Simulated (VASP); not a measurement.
Output of a VASP run:

OSZICAR:
```
       N       E                     dE             d eps       ncg     rms          rms(c)
DAV:   1     0.305214781751E+02    0.30521E+02   -0.45413E+03  1904   0.831E+02
DAV:   2    -0.604943292510E+01   -0.36571E+02   -0.35368E+02  2033   0.173E+02
DAV:   3    -0.634576791300E+01   -0.29633E+00   -0.29545E+00  2217   0.179E+01
DAV:   4    -0.634722034372E+01   -0.14524E-02   -0.14523E-02  2196   0.117E+00
DAV:   5    -0.634723630119E+01   -0.15957E-04   -0.15957E-04  2160   0.101E-01    0.840E+00
DAV:   6    -0.596487460491E+01    0.38236E+00   -0.17772E+00  1908   0.125E+01    0.374E+00
DAV:   7    -0.595231901122E+01    0.12556E-01   -0.88974E-03  2101   0.859E-01    0.202E+00
DAV:   8    -0.594748846141E+01    0.48305E-02   -0.14885E-03  2046   0.396E-01    0.865E-02
DAV:   9    -0.594747637065E+01    0.12091E-04   -0.73801E-05  2584   0.860E-02    0.233E-02
DAV:  10    -0.594747990270E+01   -0.35320E-05   -0.52940E-06  2118   0.257E-02    0.500E-03
DAV:  11    -0.594747967757E+01    0.22513E-06   -0.36795E-08  1046   0.234E-03
   1 F= -.59474797E+01 E0= -.59468554E+01  d E =-.594748E+01
       N       E                     dE             d eps       ncg     rms          rms(c)
DAV:   1    -0.613379582438E+01   -0.18632E+00   -0.35949E+00  1895   0.212E+01    0.310E+00
DAV:   2    -0.594455383896E+01    0.18924E+00   -0.87983E-01  1901   0.883E+00    0.579E-01
DAV:   3    -0.594351552939E+01    0.10383E-02   -0.57663E-03  2217   0.582E-01    0.367E-01
DAV:   4    -0.594386347908E+01   -0.34795E-03   -0.30607E-03  2133   0.559E-01    0.655E-02
DAV:   5    -0.594381661844E+01    0.46861E-04   -0.20427E-04  1954   0.144E-01    0.177E-02
DAV:   6    -0.594382069600E+01   -0.40776E-05   -0.30358E-06  2421   0.164E-02    0.571E-04
DAV:   7    -0.594382075464E+01   -0.58639E-07   -0.57734E-08  1007   0.203E-03
   2 F= -.59438208E+01 E0= -.59432267E+01  d E =0.365892E-02
       N       E                     dE             d eps       ncg     rms          rms(c)
DAV:   1    -0.602433844662E+01   -0.80518E-01   -0.14171E+00  1893   0.135E+01    0.186E+00
DAV:   2    -0.594952545083E+01    0.74813E-01   -0.38101E-01  1884   0.562E+00    0.521E-01
DAV:   3    -0.594928495522E+01    0.24050E-03   -0.11022E-03  2104   0.265E-01    0.316E-01
DAV:   4    -0.594934471718E+01   -0.59762E-04   -0.83020E-04  2119   0.248E-01    0.169E-02
DAV:   5    -0.594935039769E+01   -0.56805E-05   -0.97662E-06  2066   0.266E-02    0.829E-03
DAV:   6    -0.594935097798E+01   -0.58029E-06   -0.13159E-06  1843   0.116E-02
   3 F= -.59493510E+01 E0= -.59487404E+01  d E =-.187130E-02
```

### OUTCAR
```
------------------------ aborting loop because EDIFF is reached ----------------------------------------
  FORCE on cell =-STRESS in cart. coord.  units (eV):
  Direction    XX          YY          ZZ          XY          YZ          ZX
  --------------------------------------------------------------------------------------
  Total       -0.0007682     -0.0007682     -0.0007682     -0.0000000     -0.0000000      0.0000000
  in kB       -0.0848285     -0.0848285     -0.0848285     -0.0000000     -0.0000000      0.0000000
  external PRESSURE =      -0.0848285 kB  Pullay stress =       0.0000000 kB
  volume of cell :       14.51
      direct lattice vectors                 reciprocal lattice vectors
     0.000000000  1.935871415  1.935871415    -0.258281617  0.258281617  0.258281617
     1.935871415 -0.000000000  1.935871415     0.258281617 -0.258281617  0.258281617
     1.935871415  1.935871415 -0.000000000     0.258281617  0.258281617 -0.258281617
 POSITION                                       TOTAL-FORCE (eV/Angst)
 -----------------------------------------------------------------------------------
      0.00000      0.00000      0.00000         0.000000     -0.000000      0.000000
 -----------------------------------------------------------------------------------
    total drift:                                0.000000     -0.000000      0.000000
  FREE ENERGIE OF THE ION-ELECTRON SYSTEM (eV)
  ---------------------------------------------------
  free  energy   TOTEN  =        -5.9493509780 eV

  energy  without entropy=       -5.9475193491  energy(sigma->0) =       -5.94874044

 reached required accuracy - stopping structural energy minimisation
```
(Selected blocks of OUTCAR.)

### POSCAR
```
Pd
1
    0.0000000000     1.9450000000     1.9450000000
    1.9450000000     0.0000000000     1.9450000000
    1.9450000000     1.9450000000     0.0000000000
Pd
1
Direct
  0.0000000000   0.0000000000   0.0000000000
```

### Question
Write an INCAR and KPOINTS that could have produced this output.

### Answer
Several could match; the one computed here: the input of the run itself, PBEsol GGA, plane waves, VASP's PBE PAW potentials (set 64).

INCAR:
```
! general
SYSTEM   =  Pd
PREC     =  Accurate
ENCUT    =  400
LREAL    =  F
LASPH    =  T   ! aspherical one-centre terms

! electronic loop
EDIFF    =  1E-6
NELM     =  100   ! most electronic steps
ALGO     =  Normal   ! blocked Davidson
LMAXMIX  =  4

! smearing
ISMEAR   =  1   ! Methfessel-Paxton
SIGMA    =  0.1   ! width (eV)

! functional
GGA      =  PS

! ions
IBRION   =  2   ! conjugate gradients
NSW      =  60   ! most ionic steps
ISIF     =  3   ! ions, shape and volume
EDIFFG   =  -0.01   ! ionic stop

! output
LWAVE    =  F
LCHARG   =  F
```

File KPOINTS:
```
kpoints
0
G
 14 14 14
```

POTCAR, in this order: Pd (PBE.64 set). Program: vasp_std.

The compound is Pd in the fcc structure. This run relaxes it. Symmetry was kept, so distortions that lower it aren't found.
